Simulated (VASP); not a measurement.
```
CELL_PARAMETERS angstrom
      4.08519     0.00000     0.00000
      0.00000     4.08519     0.00000
      0.00000     0.00000     4.08519
ATOMIC_POSITIONS crystal
  Sc 0.00000 0.00000 0.00000
  Al 0.00000 0.50000 0.50000
  Al 0.50000 0.00000 0.50000
  Al 0.50000 0.50000 0.00000
```

The numbers are results of r2SCAN meta-GGA, VASP's PBE PAW potentials (set 64) (plane waves; VASP), not measurements. Numerical set-up: 520 eV cut-off, 9×9×9 Γ-centred mesh, tetrahedra with Blöchl corrections, potentials Sc_sv Al.

Task: Give the energies of bands 5 to 13 at the high-symmetry points, in eV from the Fermi level.

Result: 
| band | Γ | X | M | R |
|---|---|---|---|---|
| 5 | -10.63 | -8.64 | -7.14 | -4.99 |
| 6 | -2.69 | -7.77 | -5.96 | -4.99 |
| 7 | -2.69 | -1.83 | -5.96 | -4.99 |
| 8 | -1.99 | -1.83 | -4.67 | -4.81 |
| 9 | -1.99 | -1.56 | -0.54 | -3.25 |
| 10 | -1.99 | 1.01 | -0.54 | -3.25 |
| 11 | 1.34 | 1.01 | 1.22 | -3.25 |
| 12 | 1.45 | 1.22 | 1.55 | 1.09 |
| 13 | 1.45 | 1.37 | 2.36 | 2.94 |

It has no gap at this level: it comes out as a metal or semimetal.

The compound is Al3Sc in the L1_2 structure. It was relaxed first.
